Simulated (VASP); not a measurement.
Ge (diamond), at 0.96 of the tabulated volume:

```xyz
2
Lattice="0.0000 2.7908 2.7908 2.7908 0.0000 2.7908 2.7908 2.7908 0.0000" Properties=species:S:1:pos:R:3 pbc="T T T"
Ge     0.0000     0.0000     0.0000
Ge     1.3954     1.3954     1.3954
```

The lowest empty band near L, direction across the valley's axis, from PBE with spin-orbit coupling in VASP (PAW); its two spin partners are averaged. The gap over the points computed is 0.21 eV, and the next band on that side lies 3.41 eV away at the edge.

Run with 400 eV cut-off, 9×9×9 Γ-centred mesh, Gaussian smearing of 0.050 eV, potentials Ge_d.

| distance from the edge in k (1/Å) | distance in energy (meV) |
|---|---|
| 0.012 | 7.0 |
| 0.018 | 15.8 |
| 0.025 | 30.2 |
| 0.035 | 58.1 |
| 0.050 | 114.6 |
| 0.070 | 212.0 |

### Question
Fit E(1 + αE) = ħ²k²/2m* (ħ²/2m0 = 3.810 eV Å²) and predict the row at 0.095 1/Å.

### Answer
Least squares on the energies gives the electron mass m* = 0.077 m0 and α = 0.65 per eV, and so 359.9 meV. The run gave 358.6 meV, -1.3 meV from the fit.

Left out are points under 3 meV from the edge, since the levels carry 0.1 meV, and points farther than half the way to the next band.

The compound is Ge in the diamond structure. The cell was not relaxed at this level.
